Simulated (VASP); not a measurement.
Given:

```
CELL_PARAMETERS angstrom
      4.00436     0.00000     0.00000
     -2.00218     3.46788     0.00000
      0.00000     0.00000    23.74605
ATOMIC_POSITIONS crystal
  In 0.66667 0.33333 0.44158
  In 0.66667 0.33333 0.55842
  Se 0.33333 0.66667 0.38752
  Se 0.33333 0.66667 0.61248
```

The numbers are results of PBEsol GGA, VASP's PBE PAW potentials (set 64) (plane waves; VASP 6.6.1), not measurements. Settings: 400 eV cut-off, 12×12×1 Γ-centred mesh, Gaussian smearing of 0.010 eV, potentials In_d Se.

The cell holds a wide vacuum, so values per volume refer to the whole cell.

**Question.** Predict the energy per atom (σ→0).

**Answer.** 
```json
{
 "energy per atom (σ→0)": "-3.889 eV/atom"
}
```

Total energies compare only between runs with the same potentials, cut-off and functional.

The cell is a sheet with vacuum, built from a generated structure.
